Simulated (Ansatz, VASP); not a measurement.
# Al (Aluminum) in two plane-wave programs, part 2 of 2

Aim: how closely do two programs agree when they are given the same cell, functional and k mesh? The cell is taken from a series of runs on this material, whose earlier steps may have relaxed, scaled, displaced or heated it; both programs get it as it stands.

VASP 6.6.1 and Ansatz 0.2.0.

So far: The structure; VASP: elastic constants, PBEsol.

### Step 3. Ansatz: elastic constants, PBEsol

Level of this step: Ansatz beside VASP: Kohn-Sham DFT, plane waves, PBEsol (Ansatz).

Ansatz runs on its PAW soft_1 files.

The same cell, functional, mesh and smearing now go to Ansatz.

The input, input.yaml:

```yaml
crystal:
  lattice:
    - [0.0, 2.008099, 2.008099]
    - [2.008099, 0.0, 2.008099]
    - [2.008099, 2.008099, 0.0]
  atoms:
    - { symbol: Al, position: [0.0, 0.0, 0.0] }
kpoints:
  mp_grid: { grid: [22, 22, 22] }
hamiltonian:
  xc: pbesol
  pseudopotentials: { kind: paw, azcp: { folder: soft_1 }, xc_functional: pbe }
scf:
  occupations: { method: fermi_dirac, width: 0.15 }
output:
  forces: true
  stress: true
  eigenvalues: true
elastic:
  mode: relaxed_ion
  amplitude: 0.01
basis:
  ecutwfc: 550
```

Launch:

```sh
$ ansatz run input.yaml --threads 4 --pin off --max-ram 8192MiB --backend cpu --events-out ev --progress --plain --runs-dir out
```

Numbers of over 12 decimals in the logs are rounded to 6 here.

Output:

```text
Engine: ansatz 0.2.0, x86_64-unknown-linux-gnu
Pseudopotentials: kind: paw
Pseudopotential: Al, paw, valence charge 3, recommended cutoff 420 eV (normal), soft_1/Al.paw.azcp
Functional definition: PBEsol
  exchange = pbesol_x
  correlation = pbesol_c
Crystal: 1 atoms, lattice volume = 16.195 Å³
Basis set: ecut = 550 eV, 459 PW (Γ), exchange–correlation on 48×48×48 points (8 copies of the dense FFT grid, shifted against one another)
Bands: 6, of which v1, the nominal top of the filled ones, is band 2 counted from 1 (1 counted from 0)
Symmetry: 48 space group operations
Space group: Fm-3m (ITA 225), of the structure as read, at distance tolerance 2.5e-5 Å
k-points: 328 of 10648
Non-local potential: Al, projectors of the file, l = 0: 2, l = 1: 2, l = 2: 1
PAW form: soft (Blöchl's): semilocal exchange-correlation on the pseudo side does not see the compensation charge
PAW frozen core: Al, regenerated for the run's functional, and the local potential with it (the file was generated under x = pbe(κ = 0.804, μ = 0.219515), c = pbe(β = 0.066725))
PAW one-centre angular grid: Al, 110 points (default); XC on 64 Gauss nodes
Initial density: superposition of atomic densities (chi_scale 0.1, normalization cell)
Initial wavefunctions: pseudopotential atomic-orbital guess
Functional: x = pbesol(κ = 0.804, μ = 0.123457), c = pbesol(β = 0.046)
SCF iter   1: F=—  HF=-524.614518 eV  |F-HF|=—  |Δ(HF+E_count)|=         —  Δρ=2.32e-2  dr2=9.14e-2  ethr=3.10e-3  ⟨swp⟩=4.3  Hψ=16476  notcnv=0
preconditioner: auto → none  [metal: Δε(μ)=0.029 eV  Ē_g=13.359 eV  σ=0.150 eV  W_gap=0.05  n_scr=0 (ndim 8)  ℏωp=16.0 eV  f_vac=0.000  D(μ)=0.38/eV (n_scr^D=0)]
SCF iter   2: F=—  HF=-524.578554 eV  |F-HF|=—  |Δ(HF+E_count)|=   3.60e-2  Δρ=1.10e-2  dr2=2.06e-2  ethr=3.05e-3  ⟨swp⟩=1.0  Hψ=4592  notcnv=0
SCF iter   3: F=—  HF=-524.564681 eV  |F-HF|=—  |Δ(HF+E_count)|=   1.39e-2  Δρ=2.10e-4  dr2=6.89e-6  ethr=6.87e-4  ⟨swp⟩=1.0  Hψ=1911  notcnv=0
SCF iter   4: F=—  HF=-524.564679 eV  |F-HF|=—  |Δ(HF+E_count)|=   1.94e-6  Δρ=1.76e-5  dr2=4.48e-8  ethr=2.30e-7  ⟨swp⟩=2.1  Hψ=2411  notcnv=0
SCF iter   5: F=—  HF=-524.564680 eV  |F-HF|=—  |Δ(HF+E_count)|=   8.32e-8  Δρ=1.93e-6  dr2=2.20e-10  ethr=1.49e-9  ⟨swp⟩=1.7  Hψ=2268  notcnv=0  defer=1
SCF iter   6: F=—  HF=-524.564680 eV  |F-HF|=—  |Δ(HF+E_count)|=  6.32e-11  Δρ=5.55e-8  dr2=2.52e-13  ethr=7.32e-12  ⟨swp⟩=1.4  Hψ=2112  notcnv=0  defer=1
SCF iter   7: F=-524.564680 eV  HF=-524.564680 eV  |F-HF|=1.14e-13  |Δ(HF+E_count)|=  2.27e-13  Δρ=5.43e-9  dr2=3.50e-15  ethr=1.00e-12  ⟨swp⟩=4.7  Hψ=5573  notcnv=0
SCF 1 converged in 7 iterations: F = -524.564680 eV  dr2 = 3.50e-15
  greatest PAW one-centre occupation: 0.450 electrons in one spin orbital (limit 2), on the Al atom at site 0 (counted from 0), in its partial waves of l = 0
Crystal: 1 atoms, lattice volume = 15.871 Å³
Symmetry: 16 space group operations
k-points: 834 of 10648
Initial density: handed on by an earlier stage of this run
Initial wavefunctions: those handed on with the density
iter 1 solved again at ethr=1.49e-6 eV; its pass at ethr=3.10e-3 eV (dr2=4.46e-5 eV) is discarded
SCF iter   1: F=—  HF=-524.562085 eV  |F-HF|=—  |Δ(HF+E_count)|=         —  Δρ=5.77e-4  dr2=4.73e-5  ethr=1.49e-6  ⟨swp⟩=2.2  Hψ=50116  notcnv=0  defer=11
preconditioner: auto → none  [metal: Δε(μ)=0.010 eV  Ē_g=13.521 eV  σ=0.150 eV  W_gap=0.02  n_scr=0 (ndim 8)  ℏωp=16.1 eV  f_vac=0.000  D(μ)=0.38/eV (n_scr^D=0)]
SCF iter   2: F=—  HF=-524.562035 eV  |F-HF|=—  |Δ(HF+E_count)|=   4.96e-5  Δρ=2.79e-4  dr2=1.09e-5  ethr=1.49e-6  ⟨swp⟩=1.0  Hψ=4870  notcnv=0  defer=11
[...]
SCF 2 converged in 6 iterations: F = -524.562020 eV  dr2 = 1.58e-16
Crystal: 1 atoms, lattice volume = 16.519 Å³
Basis set: ecut = 550 eV, 531 PW (Γ), exchange–correlation on 48×48×48 points (8 copies of the dense FFT grid, shifted against one another)
[...]
preconditioner: auto → none  [metal: Δε(μ)=0.020 eV  Ē_g=13.163 eV  σ=0.150 eV  W_gap=0.03  n_scr=0 (ndim 8)  ℏωp=15.8 eV  f_vac=0.000  D(μ)=0.39/eV (n_scr^D=0)]
[...]
SCF 4 converged in 3 iterations: F = -524.564041 eV  dr2 = 5.44e-15
  greatest PAW one-centre occupation: 0.449 electrons in one spin orbital (limit 2), on the Al atom at site 0 (counted from 0), in its partial waves of l = 0
Crystal: 1 atoms, lattice volume = 16.033 Å³
[...]
preconditioner: auto → none  [metal: Δε(μ)=0.007 eV  Ē_g=13.428 eV  σ=0.150 eV  W_gap=0.01  n_scr=0 (ndim 8)  ℏωp=16.1 eV  f_vac=0.000  D(μ)=0.38/eV (n_scr^D=0)]
[...]
SCF 5 converged in 3 iterations: F = -524.564029 eV  dr2 = 1.13e-14
Crystal: 1 atoms, lattice volume = 16.194 Å³
Basis set: ecut = 550 eV, 495 PW (Γ), exchange–correlation on 48×48×48 points (8 copies of the dense FFT grid, shifted against one another)
Symmetry: 8 space group operations
k-points: 1530 of 10648
[...]
preconditioner: auto → none  [metal: Δε(μ)=0.004 eV  Ē_g=13.342 eV  σ=0.150 eV  W_gap=0.01  n_scr=0 (ndim 8)  ℏωp=16.0 eV  f_vac=0.000  D(μ)=0.38/eV (n_scr^D=0)]
[...]
SCF 6 converged in 7 iterations: F = -524.563851 eV  dr2 = 1.50e-15
[...]
SCF iter   4: F=—  HF=-524.563851 eV  |F-HF|=—  |Δ(HF+E_count)|=  1.48e-11  Δρ=4.33e-8  dr2=1.78e-13  ethr=3.93e-13 (applied; sched 1.00e-12)  ⟨swp⟩=2.1  Hψ=11414  notcnv=0  defer=132
SCF iter   5: F=-524.563851 eV  HF=-524.563851 eV  |F-HF|=0.00e0  |Δ(HF+E_count)|=  1.14e-13  Δρ=2.20e-9  dr2=7.70e-16  ethr=1.00e-12  ⟨swp⟩=3.0  Hψ=18487  notcnv=0
SCF 7 converged in 5 iterations: F = -524.563851 eV  dr2 = 7.70e-16
SCF iter   1: F=—  HF=-524.564472 eV  |F-HF|=—  |Δ(HF+E_count)|=         —  Δρ=1.71e-6  dr2=5.18e-11  ethr=1.00e-12  ⟨swp⟩=6.5  Hψ=79852  notcnv=0  defer=78
preconditioner: auto → none  [metal: Δε(μ)=0.005 eV  Ē_g=13.337 eV  σ=0.150 eV  W_gap=0.01  n_scr=0 (ndim 8)  ℏωp=16.0 eV  f_vac=0.000  D(μ)=0.38/eV (n_scr^D=0)]
SCF iter   2: F=—  HF=-524.564472 eV  |F-HF|=—  |Δ(HF+E_count)|=  5.80e-10  Δρ=8.46e-7  dr2=9.28e-12  ethr=1.00e-12  ⟨swp⟩=1.0  Hψ=21427  notcnv=0  defer=76
SCF iter   3: F=-524.564472 eV  HF=-524.564472 eV  |F-HF|=1.36e-12  |Δ(HF+E_count)|=  1.90e-10  Δρ=6.99e-8  dr2=1.92e-14  ethr=1.00e-12  ⟨swp⟩=3.0  Hψ=27363  notcnv=0
SCF 8 converged in 3 iterations: F = -524.564472 eV  dr2 = 1.92e-14
SCF iter   1: F=—  HF=-524.564472 eV  |F-HF|=—  |Δ(HF+E_count)|=         —  Δρ=1.71e-6  dr2=5.19e-11  ethr=1.00e-12  ⟨swp⟩=7.1  Hψ=81116  notcnv=0  defer=129
SCF iter   2: F=—  HF=-524.564472 eV  |F-HF|=—  |Δ(HF+E_count)|=  5.80e-10  Δρ=8.46e-7  dr2=9.33e-12  ethr=1.00e-12  ⟨swp⟩=1.0  Hψ=21429  notcnv=0  defer=126
SCF iter   3: F=-524.564472 eV  HF=-524.564472 eV  |F-HF|=9.09e-13  |Δ(HF+E_count)|=  1.91e-10  Δρ=6.96e-8  dr2=1.88e-14  ethr=1.00e-12  ⟨swp⟩=3.0  Hψ=27364  notcnv=0
SCF 9 converged in 3 iterations: F = -524.564472 eV  dr2 = 1.88e-14
SCF converged after 7 iterations
Free energy (F): -524.564680 eV
Harris-Foulkes:  -524.564680 eV  (|F-HF|=1.14e-13)
Internal energy: -524.536024 eV  (E = F + TS)
E sigma→0 (E₀):  -524.550352 eV
Entropy (-TS):   -0.028655 eV (-28.655 meV/atom)
Fermi energy:    8.059023 eV
--- Per-component energies (eV) ---
  E_band       = 10.810718
  E_kinetic    = 22.832573
  E_local      = 10.654855  (includes V_loc(G=0)·N_el)
  E_nonlocal   = 10.104074
  E_hartree    = 0.102602
  E_xc         = -37.538339
  E_vxc        = -29.516036  (∫ρ·V_xc dr)
  E_paw        = -456.737548  (= ΣΔE_a)
  E_vpaw       = -3.469954  (= ΣTr[D̂ρ^β])
  E_aug_tail   = 0.000002  (compensation charges beyond the density's cutoff)
  E_ewald      = -73.973382
  E_core_change = 0.019139  (= ΣΔE_core)
  E_smearing   = -0.028655  (= −TS)
  E_closure    = 0.000000  (closes the sum)
  Σ components = -524.564680   (vs F -524.564680, Δ=0.00e0)
--- Forces (eV/Å), atoms counted from 1 ---
  atom   1  Al    -0.00000000    -0.00000000     0.00000000
  max |Σ_I F_I| component: 1.85e-32 eV/Å
--- Stress (GPa, compression-positive) ---
       -0.007524       0.000000      -0.000000
        0.000000      -0.007524       0.000000
       -0.000000       0.000000      -0.007524
  P = ⅓ Tr σ = -0.0075 GPa (-0.075 kbar)
--- Band table (eV; the first three rows and the last of 328) ---
  k-point 0: bands = ["-3.1790", "20.6865", "20.6865", "20.6865", "22.3908", "22.3908"]
  k-point 1: bands = ["-3.1222", "19.5972", "20.4877", "20.4877", "22.6775", "22.6775"]
  k-point 2: bands = ["-2.9519", "17.8239", "20.1004", "20.1004", "23.0140", "23.3191"]
  k-point 327: bands = ["6.8406", "7.6028", "8.0782", "9.4247", "22.8722", "24.2178"]
--- Elastic constants: 2 strain directions × 4 members + reference (group order 48) ---
  dense FFT box of the reference and of every strained cell: 24×24×24
  strains applied: 11, 23; error gains: componentwise 1.00 (the most a stress slope's error grows in a printed constant), spectral 1.73 (1 for all six strains in a standard setting)
  C = ∂σ_k/∂η_j (tension-positive GPa; Voigt order 11 22 33 23 13 12):
       127.636     59.330     59.330      0.000     -0.000      0.000
        59.330    127.636     59.330     -0.000     -0.000      0.000
        59.330     59.330    127.636      0.000     -0.000     -0.000
         0.000      0.000      0.000     41.162     -0.000     -0.000
        -0.000      0.000      0.000      0.000     41.162      0.000
        -0.000      0.000     -0.000     -0.000     -0.000     41.162
  reference stress σ⁰ (GPa):      0.008      0.008      0.008     -0.000      0.000     -0.000
  C* (energy form; C + prestress term) asymmetry max|C*_kj − C*_jk| = 2.132e-14 GPa — a small one proves nothing (zero by symmetry where the batch's group is 432, −43m or m−3m); a large one is finite-difference/SCF noise where every solve meets its electron count
  moduli (Voigt/Reuss/Hill, GPa): K = 82.10/82.10/82.10   G = 38.36/38.04/38.20   E = 99.21   ν = 0.299
  mechanically stable: yes (min eigenvalue of sym C = 41.16 GPa)
  strain η (Voigt 11):  stress-route row diagonal C_11 = 127.64 GPa, energy-path curvature d²(F+E_count+ΔE)/dδ²/Ω₀ = 127.78 GPa
    cells at ±δ against ±2δ: C11 127.15 and 125.68 GPa, apart by 1.15 % of the column's largest entry
         δ    σ_11 (GPa)             F (eV)   n_scf  n_hpsi   n_pw
    -2.000e-2      -2.6817        -524.5620201       6   97489    487   relax 0 steps, max|allowed force component| 0.00e0 eV/Å
    -1.000e-2      -1.3051        -524.5640290       3   81692    495   relax 0 steps, max|allowed force component| 0.00e0 eV/Å
     1.000e-2       1.2379        -524.5640412       3   81054    531   relax 0 steps, max|allowed force component| 0.00e0 eV/Å
     2.000e-2       2.3453        -524.5622189       5   82585    531   relax 0 steps, max|allowed force component| 0.00e0 eV/Å
  strain η (Voigt 23):  stress-route row diagonal C_44 = 41.16 GPa, energy-path curvature d²(F+E_count+ΔE)/dδ²/Ω₀ = 41.16 GPa
    cells at ±δ against ±2δ: C44 41.07 and 40.81 GPa, apart by 0.65 % of the column's largest entry
         δ    σ_23 (GPa)             F (eV)   n_scf  n_hpsi   n_pw
    -2.000e-2      -0.8162        -524.5638509       7  175246    505   relax 0 steps, max|allowed force component| 0.00e0 eV/Å
    -1.000e-2      -0.4107        -524.5644717       3  148165    499   relax 0 steps, max|allowed force component| 0.00e0 eV/Å
     1.000e-2       0.4107        -524.5644717       3  146826    499   relax 0 steps, max|allowed force component| 0.00e0 eV/Å
     2.000e-2       0.8162        -524.5638509       5  150344    505   relax 0 steps, max|allowed force component| 0.00e0 eV/Å
```

In the SCF lines HF is the Harris–Foulkes energy and dr2 the Hartree energy of the density residual, in eV; the loop may stop once dr2 is under the threshold and the program's other checks hold. Hψ counts applications of the Hamiltonian.

### Step 4. Side by side

Known differences besides the potentials themselves: the cutoff is 550 eV in Ansatz and 500 eV in VASP; Ansatz makes its cores anew for this functional, VASP keeps those of its PBE data sets; VASP takes each elastic constant from one size of strain, Ansatz from those that its log lists. Total energies have different zeros and are not compared.

The two programs side by side:

```tsv
quantity	Ansatz	VASP	difference
C11 (GPa)	127.6	126.9	+0.56 %
C22 (GPa)	127.6	126.9	+0.56 %
C33 (GPa)	127.6	126.9	+0.56 %
C12 (GPa)	59.3	60.3	-1.59 %
C13 (GPa)	59.3	60.3	-1.59 %
C23 (GPa)	59.3	60.3	-1.59 %
C44 (GPa)	41.2	41.3	-0.33 %
C55 (GPa)	41.2	41.3	-0.33 %
C66 (GPa)	41.2	41.3	-0.33 %
```

### Step 5. Results

| Quantity | Value |
| --- | --- |
| difference in C12 (elastic constants, PBEsol) | -1.6 % |

The difference in C12 is -1.6 % (elastic constants, PBEsol), within the 5 % picked in this series as the mark of a large difference. How closely two codes agree says nothing of how well the functional describes the real material.

[Lines on the potential files, build, host, timing and source positions are cut from VASP's logs without a mark.]

[Logs are printed without paths, hosts, clocks, repeated set-up lines and the standing remarks that a program may print on its own settings, such as how far it seeks lower states.]

[Hosts, paths, dates, database ids (printed as entryN), source tags and the programs' standing remarks are cut or masked in the printed files.]
